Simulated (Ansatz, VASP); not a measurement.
Two plane-wave programs on RuPtSe3

```
Ru Pt Se
1.0
     4.79841    0.00000    0.00000
     0.00000    4.79841    0.00000
     0.00000    0.00000    4.79841
Ru Pt Se
1 1 3
Cartesian
  2.3992 2.3992 2.3992
  0.0000 0.0000 0.0000
  0.0000 2.3992 2.3992
  2.3992 0.0000 2.3992
  2.3992 2.3992 0.0000
```

Alike in both runs: functional PBE; k mesh 4 × 4 × 4; occupations gaussian, width 0.1 eV; no spin polarisation.

Ansatz relaxed the structure, and its values are those at the end. VASP's run is a single point on that final structure, the one shown.

|  | VASP | Ansatz |
| --- | --- | --- |
| version | VASP 6.6.1 | Ansatz 0.2.0 |
| potentials or method | VASP PAW PBE potentials, release 64 (Ru_pv, Pt, Se) | scalar-relativistic, plane waves, PAW |
| plane-wave cutoff (eV) | 520 | 420 |
| valence electrons in the cell | 42 | 82 |

```csv
,VASP,Ansatz,Ansatz less VASP
gap on the k mesh at the Fermi level (eV),none,none,-
pressure (GPa),-0.3,-0.3,-0.05
```

A gap of «none» marks a metal or a gap that the smearing closes. The two sets of potentials don't hold the same shells in valence.

Spin-orbit coupling is left out, which matters for the levels of Pt.
